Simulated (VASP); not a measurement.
Here is the system:

```yaml
crystal:
  lattice:
    - [0.00000, 2.99391, 2.99391]
    - [2.99391, 0.00000, 2.99391]
    - [2.99391, 2.99391, 0.00000]
  atoms:
    - { symbol: Te, position: [0.50000, 0.50000, 0.50000] }
    - { symbol: Pb, position: [0.00000, 0.00000, 0.00000] }
```

The numbers are results of PBE GGA, VASP's PBE PAW potentials (set 64) (plane waves; VASP), not measurements. Run with 500 eV cut-off, 8×8×8 Γ-centred mesh, Gaussian smearing of 0.050 eV, potentials Te Pb_d.

Unless said otherwise, spin-orbit coupling is left out, though it shifts the bands of the heavy elements here.

Problem. Estimate the energy per atom (σ→0), pressure, band gap (on the k-mesh) with the smallest direct gap where there is one.

Solution. 
The band gap (on the k-mesh) comes out as 0.07 eV, the smallest direct gap (on the k-mesh) is 0.07 eV and the energy per atom (σ→0) is -3.343 eV/atom. The pressure comes out as 20.04 GPa.

The absolute energy has meaning only against runs of the same code, potentials and settings.

The compound is PbTe in the rock salt structure. It was relaxed first under an external pressure of 20 GPa.
